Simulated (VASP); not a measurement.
# OInBrH2 in VASP: a series of runs

The runs below take OInBrH2 through relaxation of the atoms, single point, with revPBE, HSE06+D3(BJ).

All numbers are computed with VASP 6.6.1; they aren't measurements. Logs are shortened: lines on timing, memory, paths and dates and some standing lists are left out, and cuts for length are marked.

**1. Starting point**

The cell holds a molecule in a box, 5 atoms: a = 13.000 Å, b = 13.000 Å, c = 11.000 Å, α = 90.00°, β = 90.00°, γ = 90.00°.

**2. Relaxation of the atoms, revPBE**

The input, INCAR:

```
SYSTEM = InH2BrO
PREC = Accurate ; ENCUT = 520
EDIFF = 1E-6 ; ISMEAR = 0
SIGMA = 0.01 ; LREAL = .FALSE.
LASPH = .TRUE. ; NELM = 60
ALGO = Normal ; ISIF = 2
LWAVE = .FALSE. ; LCHARG = .FALSE.
GGA = RE ; IBRION = 2
NSW = 40 ; EDIFFG = -0.005
```

The input, KPOINTS:

```
regular mesh
0
G
  1 1 1
  0 0 0
```

The input, POSCAR:

```
InH2BrO
1.0
   13.0000000000      0.0000000000      0.0000000000
    0.0000000000     13.0000000000      0.0000000000
    0.0000000000      0.0000000000     11.0000000000
O In Br H
1 1 1 2
Cartesian
    5.2586500200      5.9184999900      4.9470500200
    7.0159499800      6.6243000200      5.5002500300
    8.3282500600      4.8265999600      6.5336499800
    4.6977499400      6.5800000500      4.5343500400
    7.5874500000      8.2154000500      5.3169499900
```

Potentials or basis: VASP PAW PBE potentials, release 64 (O, In_d, Br, H).

Started as:

```sh
cat potpaw_PBE.64/O/POTCAR potpaw_PBE.64/In_d/POTCAR potpaw_PBE.64/Br/POTCAR potpaw_PBE.64/H/POTCAR > POTCAR
mpirun -np 1 vasp_gam > vasp.out
```

OUTCAR:

```text
SYSTEM = InH2BrO
   PREC = Accurate
   ENCUT = 520
   EDIFF = 1E-6
   ISMEAR = 0
   LREAL = .FALSE.
   LASPH = .TRUE.
   NELM = 60
   ISIF = 2
   GGA = RE
   IBRION = 2
   NSW = 40
   EDIFFG = -0.005

 ion  position               nearest neighbor table
   1  0.405  0.455  0.450-   4 0.96   2 1.97
   2  0.540  0.510  0.500-   5 1.70   1 1.97   3 2.45
   3  0.641  0.371  0.594-   2 2.45
   4  0.361  0.506  0.412-   1 0.96
   5  0.584  0.632  0.483-   2 1.70

  LATTYP: Found a simple tetragonal cell.
 ALAT       =    13.0000000000
 C/A-ratio  =     0.8461538462

  Lattice vectors:

 A1 = (  13.0000000000,   0.0000000000,   0.0000000000)
 A2 = (   0.0000000000,  13.0000000000,   0.0000000000)
 A3 = (   0.0000000000,   0.0000000000,  11.0000000000)

Analysis of symmetry for initial positions (statically):
=====================================================================
 Subroutine PRICEL returns:
 Original cell was already a primitive cell.

 Routine SETGRP: Setting up the symmetry group for a
 simple tetragonal supercell.

 Subroutine GETGRP returns: Found  1 space group operations
 (whereof  1 operations were pure point group operations)
 out of a pool of 16 trial point group operations.

The static configuration has the point symmetry C_1 .

Analysis of symmetry for dynamics (positions and initial velocities):
=====================================================================
 Subroutine PRICEL returns:
 Original cell was already a primitive cell.

 Routine SETGRP: Setting up the symmetry group for a
 simple tetragonal supercell.

 Subroutine GETGRP returns: Found  1 space group operations
 (whereof  1 operations were pure point group operations)
 out of a pool of 16 trial point group operations.

The dynamic configuration has the point symmetry C_1 .

 Subroutine INISYM returns: Found  1 space group operations
 (whereof  1 operations are pure point group operations),
 and found     1 'primitive' translations

----------------------------------------------------------------------------------------

                                     Primitive cell

  volume of cell :    1859.0000

  direct lattice vectors                    reciprocal lattice vectors
    13.000000000  0.000000000  0.000000000     0.076923077  0.000000000  0.000000000
     0.000000000 13.000000000  0.000000000     0.000000000  0.076923077  0.000000000
     0.000000000  0.000000000 11.000000000     0.000000000  0.000000000  0.090909091

[... 70 lines left out ...]
   NFREE  =      1    steps in history (QN), initial steepest desc. (CG)
   ISIF   =      2    stress and relaxation
   ISYM   =      2    0-nonsym 1-usesym 2-fastsym
   POTIM  = 0.5000    time-step for ionic-motion
   TEBEG  =    0.0;   TEEND  =   0.0 temperature during run
   PSTRESS=    0.0 pullay stress
   NELECT =      28.0000    total number of electrons
   NUPDOWN=      -1.0000    fix difference up-down
   EMIN   =  10.00;   EMAX   =-10.00  energy-range for DOS
   EFERMI =   0.00;   METHOD = LEGACY
   ISMEAR =     0;   SIGMA  =   0.01  broadening in eV -4-tet -1-fermi 0-gaus
   EFERMI_NEDOS =   21; number of points for ismear=-14 and -15
   IALGO  =     38    algorithm
   IMIX   =      4    mixing-type and parameters
     AMIX     =   0.40;   BMIX     =  1.00
     AMIX_MAG =   1.60;   BMIX_MAG =  1.00
  volume/ion in A,a.u.               =     371.80      2509.03
  Fermi-wavevector in a.u.,A,eV,Ry     =   0.404297  0.764011  2.223960  0.163456
  Thomas-Fermi vector in A             =   1.355827
   LORBIT       =      0    0 simple, 1 ext, 2 COOP (PROOUT), +10 PAW based schemes
   GGA     = RE    functional components
   LHFCALC =     F    Hartree Fock is set to
   AEXX    =    0.0000 exact exchange contribution
   IVDW    =     0    specifies the selected vdW correction
   LEPSILON=     F    determine dielectric tensor
   LRPA    =     F    only Hartree local field effects (RPA)
 conjugate gradient relaxation of ions
 non-spin polarized calculation
 Gauss-broadening in eV      SIGMA  =   0.01
  energy-cutoff  :      520.00
  volume of cell :     1859.00
 maximum number of plane-waves:     25047
 NGX is ok and might be reduce to    98
   NGX = 49   NGY = 49   NGZ = 41

--------------------------------------- Ionic step        1  -------------------------------------------

 number of electron      28.0000007 magnetization

 Free energy of the ion-electron system (eV)
  ---------------------------------------------------
  ext. energy  EPLUGINS =         0.00000000
  ---------------------------------------------------
  free energy    TOTEN  =       -17.96515323 eV

  energy without entropy =      -17.96515323  energy(sigma->0) =      -17.96515323

------------------------ aborting loop because EDIFF is reached ----------------------------------------

  FORCE on cell =-STRESS in cart. coord.  units (eV):
  Direction    XX          YY          ZZ          XY          YZ          ZX
  --------------------------------------------------------------------------------------
  -------------------------------------------------------------------------------------
  Total        1.7327861      1.3185727      0.3647807     -0.0000662     -0.3793209      0.7565714
  in kB        1.4934000      1.1364106      0.3143859     -0.0000570     -0.3269174      0.6520504
  external PRESSURE =       0.9813988 kB  Pullay stress =       0.0000000 kB
[... 98 lines left out ...]
  FREE ENERGIE OF THE ION-ELECTRON SYSTEM (eV)
  ---------------------------------------------------
  free  energy   TOTEN  =       -17.9830654067 eV

  energy  without entropy=      -17.9830654067  energy(sigma->0) =      -17.98306541

[... ionic steps 4 to 26 ...]

--------------------------------------- Ionic step       27  -------------------------------------------

 number of electron      28.0000010 magnetization

------------------------ aborting loop because EDIFF is reached ----------------------------------------
[... 73 lines left out ...]
--------------------------------------- Ionic step       29  -------------------------------------------

 number of electron      28.0000010 magnetization

 Free energy of the ion-electron system (eV)
  ---------------------------------------------------
  ext. energy  EPLUGINS =         0.00000000
  ---------------------------------------------------
  free energy    TOTEN  =       -17.99590458 eV

  energy without entropy =      -17.99590458  energy(sigma->0) =      -17.99590458

 E-fermi :  -6.4503     XC(G=0):  -0.8953

 val. band max:       -6.5192115743   @ k =   0.0000   0.0000   0.0000
 cond. band min:      -2.2069815356   @ k =   0.0000   0.0000   0.0000
 fundamental gap:      4.3122300387
 Fermi energy:        -6.4502604086

 k-point     1 :       0.0000    0.0000    0.0000
  band No.  band energies     occupation
      1     -23.8146      2.00000
      2     -19.8605      2.00000
      3     -19.4027      2.00000
      4     -19.3818      2.00000
      5     -19.2953      2.00000
      6     -19.0870      2.00000
[... 10 lines left out ...]
     17      -0.6759      0.00000
[... 31 lines left out ...]
  FREE ENERGIE OF THE ION-ELECTRON SYSTEM (eV)
  ---------------------------------------------------
  free  energy   TOTEN  =       -17.9959045777 eV

  energy  without entropy=      -17.9959045777  energy(sigma->0) =      -17.99590458

 reached required accuracy - stopping structural energy minimisation
```

CONTCAR:

```text
InH2BrO
   1.00000000000000
    13.0000000000000000    0.0000000000000000    0.0000000000000000
     0.0000000000000000   13.0000000000000000    0.0000000000000000
     0.0000000000000000    0.0000000000000000   11.0000000000000000
  O               In              Br              H
     1     1     1     2
Direct
     0.4023196698639361    0.4537015579438553    0.4491546515607781
     0.5401906130355181    0.5103600602834988    0.4998289111758561
     0.6422813854783559    0.3698334956832736    0.5954946245491874
     0.3597528337711087    0.5064253641962105    0.4113495332958357
     0.5853054978510845    0.6338949118931603    0.4834677394183325

  0.00000000E+00  0.00000000E+00  0.00000000E+00
  0.00000000E+00  0.00000000E+00  0.00000000E+00
  0.00000000E+00  0.00000000E+00  0.00000000E+00
  0.00000000E+00  0.00000000E+00  0.00000000E+00
  0.00000000E+00  0.00000000E+00  0.00000000E+00
```

Run time: 14 min. Hardware: 1 thread of Intel Xeon 6975P-C (Granite Rapids), shared host; peak memory 1.4 GiB.

What came out:

```yaml
Free_energy: -17.9959 eV
Energy_gained_by_relaxing: 6.2 meV/atom
Ionic_steps: 29
Largest_force_after_relaxing: 0.005 eV/Å
Gap_between_the_frontier_levels: 4.31 eV
```

Forces in eV/Å, atoms in the order of the input:
```
O    0.003 -0.001  0.001
In   0.000 -0.002  0.001
Br  -0.004  0.003 -0.001
H    0.000  0.000  0.000
H    0.001  0.000 -0.002
```

The path:
| step | energy change (eV) | largest force (eV/Å) | pressure (GPa) |
| --- | --- | --- | --- |
| 1 | 0.0000 | 0.8087 | 0.10 |
| 2 | 0.0033 | 1.4647 | -0.02 |
| 3 | -0.0179 | 0.6582 | 0.04 |
| 4 | -0.0175 | 0.8878 | 0.00 |
| 5 | -0.0263 | 0.2731 | 0.02 |
| 6 | -0.0304 | 0.0400 | 0.00 |
| 7 | -0.0304 | 0.0502 | 0.00 |
| 8 | -0.0304 | 0.1016 | 0.00 |
| 9 | -0.0305 | 0.0488 | 0.00 |
| 10 | -0.0305 | 0.0325 | 0.00 |
| 11 | -0.0306 | 0.0348 | 0.00 |
| 12 | -0.0306 | 0.0151 | -0.01 |
| 13 | -0.0307 | 0.0186 | -0.01 |
| 14 | -0.0307 | 0.0122 | -0.01 |
| 15 | -0.0307 | 0.0130 | -0.01 |
| 16 | -0.0307 | 0.0247 | -0.01 |
| 17 | -0.0307 | 0.0139 | -0.01 |
| 18 | -0.0307 | 0.0129 | -0.01 |
| 19 | -0.0307 | 0.0169 | -0.01 |
| 20 | -0.0307 | 0.0381 | -0.01 |
| 21 | -0.0307 | 0.0275 | -0.01 |
| 22 | -0.0307 | 0.0213 | -0.01 |
| 23 | -0.0307 | 0.0083 | -0.01 |
| 24 | -0.0307 | 0.0206 | -0.01 |
| 25 | -0.0307 | 0.0057 | -0.01 |
| 26 | -0.0307 | 0.0093 | -0.01 |
| 27 | -0.0307 | 0.0058 | -0.01 |
| 28 | -0.0308 | 0.0066 | -0.01 |
| 29 | -0.0308 | 0.0048 | -0.01 |

Final structure:
```
O In Br H
1.0
    13.00000    0.00000    0.00000
     0.00000   13.00000    0.00000
     0.00000    0.00000   11.00000
O In Br H
1 1 1 2
Direct
  0.40232 0.45370 0.44915
  0.54019 0.51036 0.49983
  0.64228 0.36983 0.59549
  0.35975 0.50643 0.41135
  0.58531 0.63389 0.48347
```

Levels at points of the mesh, in eV from the valence-band top:
```csv
k point,band 11,band 12,band 13,band 14,band 15,band 16,band 17,band 18
"(0.00, 0.00, 0.00)",-0.82,-0.45,-0.09,0.00,4.31,4.59,5.84,6.31
```

Caveat: the PAW data sets were made with another functional, which shifts forces and pressure a little; spin-orbit coupling is left out, which moves the levels of the heavy elements.

**3. Single point, HSE06+D3(BJ)**

The input, POSCAR:

```
InH2BrO
1.0
   13.0000000000      0.0000000000      0.0000000000
    0.0000000000     13.0000000000      0.0000000000
    0.0000000000      0.0000000000     11.0000000000
O In Br H
1 1 1 2
Direct
    0.4045115400      0.4552692300      0.4497318200
    0.5396884600      0.5095615400      0.5000227300
    0.6406346200      0.3712769200      0.5939681800
    0.3613653800      0.5061538500      0.4122136400
    0.5836500000      0.6319538500      0.4833590900
```

The input, INCAR.step1:

```
PREC = Accurate ; ENCUT = 900
EDIFF = 1E-5 ; ISMEAR = 0
SIGMA = 0.01 ; LREAL = F
LASPH = T ; NELM = 80
ALGO = Normal ; ISIF = 2
LWAVE = T ; LCHARG = F
NBANDS = 22 ; GGA = PE
```

The input, INCAR.step2:

```
PREC = Accurate ; ENCUT = 900
EDIFF = 1E-6 ; ISMEAR = 0
SIGMA = 0.01 ; LREAL = F
LASPH = T ; NELM = 80
ALGO = Normal ; ISIF = 2
LWAVE = F ; LCHARG = F
GGA = PE ; LHFCALC = T
HFSCREEN = 0.2 ; PRECFOCK = Fast
IVDW = 12 ; VDW_S6 = 1.0
VDW_S8 = 2.31 ; VDW_A1 = 0.383
VDW_A2 = 5.685 ; NBANDS = 22
ISTART = 1
```

The input, KPOINTS:

```
Automatic mesh
0
Gamma
  1 1 1
```

Potentials or basis: VASP PAW PBE potentials, release 64 (O_h, In_d, Br, H_h).

Started as:

```sh
cat potpaw_PBE.64/O_h/POTCAR potpaw_PBE.64/In_d/POTCAR potpaw_PBE.64/Br/POTCAR potpaw_PBE.64/H_h/POTCAR > POTCAR
cp INCAR.step1 INCAR
mpirun -np 1 vasp_gam > vasp.out
cp INCAR.step2 INCAR
mpirun -np 1 vasp_gam > vasp.out
```

OUTCAR:

```text
PREC = Accurate
   ENCUT = 900
   EDIFF = 1E-6
   ISMEAR = 0
   LREAL = F
   LASPH = T
   NELM = 80
   ISIF = 2
   GGA = PE
   LHFCALC = T
   HFSCREEN = 0.2
   PRECFOCK = Fast
   IVDW = 12
   ISTART = 1
 IVDW          = 12

[... 216 lines left out ...]

 Edisp (eV)   -0.07307

 E8    (eV) :    -0.0458

  FORCE on cell =-STRESS in cart. coord.  units (eV):
  Direction    XX          YY          ZZ          XY          YZ          ZX
  --------------------------------------------------------------------------------------
  -------------------------------------------------------------------------------------
  Total       0.05895    -0.12974    -0.09182     0.09687     0.05019     0.01406
  in kB       0.05081    -0.11182    -0.07914     0.08349     0.04325     0.01212
  external pressure =       -0.05 kB  Pullay stress =        0.00 kB

 VOLUME and BASIS-vectors are now :
 -----------------------------------------------------------------------------
  energy-cutoff  :      900.00
  volume of cell :     1859.00
      direct lattice vectors                 reciprocal lattice vectors
    13.000000000  0.000000000  0.000000000     0.076923077  0.000000000  0.000000000
     0.000000000 13.000000000  0.000000000     0.000000000  0.076923077  0.000000000
     0.000000000  0.000000000 11.000000000     0.000000000  0.000000000  0.090909091

 POSITION                                       TOTAL-FORCE (eV/Angst)
 -----------------------------------------------------------------------------------
      5.25865      5.91850      4.94705        -0.057345     -0.020060     -0.110442
      7.01595      6.62430      5.50025         0.068905      0.055406      0.032851
      8.32825      4.82660      6.53365        -0.024035      0.021480      0.010785
      4.69775      6.58000      4.53435         0.018964     -0.054084      0.045087
      7.58745      8.21540      5.31695        -0.006489     -0.002741      0.021719
 -----------------------------------------------------------------------------------
    total drift:                                0.048520     -0.066480     -0.079230

  FREE ENERGIE OF THE ION-ELECTRON SYSTEM (eV)
  ---------------------------------------------------
  free  energy   TOTEN  =       -22.6920298834 eV

  energy  without entropy=      -22.6920298834  energy(sigma->0) =      -22.69202988
```

OSZICAR.step1:

```text
N       E                     dE             d eps       ncg     rms          rms(c)
DAV:   1     0.257082938644E+03    0.25708E+03   -0.10076E+04    52   0.117E+03
DAV:   2     0.716516174359E+02   -0.18543E+03   -0.17375E+03    64   0.201E+02
DAV:   3    -0.129317192849E+02   -0.84583E+02   -0.83712E+02    80   0.105E+02
[... 15 lines left out ...]
DAV:  19    -0.183312215462E+02   -0.21326E-03   -0.13849E-05    56   0.173E-02    0.409E-03
DAV:  20    -0.183313317159E+02   -0.11017E-03   -0.57275E-06    50   0.969E-03    0.288E-03
DAV:  21    -0.183313661227E+02   -0.34407E-04   -0.13248E-06    56   0.577E-03    0.153E-03
DAV:  22    -0.183313835820E+02   -0.17459E-04   -0.69139E-07    50   0.584E-03    0.987E-04
DAV:  23    -0.183313932862E+02   -0.97043E-05   -0.42071E-07    56   0.254E-03
   1 F= -.18331393E+02 E0= -.18331393E+02  d E =-.370277E-40
```

Wall time 15 min (1 thread of Intel Xeon 6975P-C (Granite Rapids), shared host); peak memory 2.9 GiB.

Results:

- Free energy: -22.6920 eV
- Largest force: 0.126 eV/Å
- Gap between the frontier levels: 5.87 eV
- Dispersion energy per atom: -0.015 eV

Forces on the atoms (eV/Å):
```
O   -0.057 -0.020 -0.110
In   0.069  0.055  0.033
Br  -0.024  0.021  0.011
H    0.019 -0.054  0.045
H   -0.006 -0.003  0.022
```

Caveat: the cutoff is under 1.25 times the usual one of these potentials, so pressure, stress and relaxed cells hold a basis-set (Pulay) error; the PAW data sets were made with another functional, which shifts forces and pressure a little; spin-orbit coupling is left out, which moves the levels of the heavy elements.

**4. The reference run**

An earlier run on the cell as given: functional PBE; potentials or basis VASP PAW PBE potentials, release 64 (O, In_d, Br, H); cutoff 520 eV; k mesh 1 × 1 × 1; occupations gaussian, width 0.01 eV; no spin polarisation.

- Largest force: 0.700 eV/Å
- Gap between the frontier levels: 4.50 eV

**5. Summary**

```tsv
task	level	potentials or basis	cell	cutoff (eV)	grid for exact exchange (PRECFOCK)	screening parameter	gap on the mesh (eV)	largest force (eV/Å)
relaxation of the atoms	revPBE	VASP PAW PBE potentials, release 64 (O, In_d, Br, H)	atoms relaxed	520	-	-	4.31	-
single point	HSE06+D3(BJ)	VASP PAW PBE potentials, release 64 (O_h, In_d, Br, H_h)	as given	900	Fast	0.2 1/A	5.87	0.13
single point	PBE	VASP PAW PBE potentials, release 64 (O, In_d, Br, H)	as given	520	-	-	4.50	0.70
```

Alike in all rows: no spin polarisation; k mesh 1 × 1 × 1; smearing gaussian 0.01 eV.

Caveats: spin-orbit coupling is left out, which moves the levels of the heavy elements; the PAW data sets were made with another functional, which shifts forces and pressure a little (some runs); the cutoff is under 1.25 times the usual one of these potentials, so pressure, stress and relaxed cells hold a basis-set (Pulay) error (some runs).

Absolute energies hang on the potentials; compare differences alone.
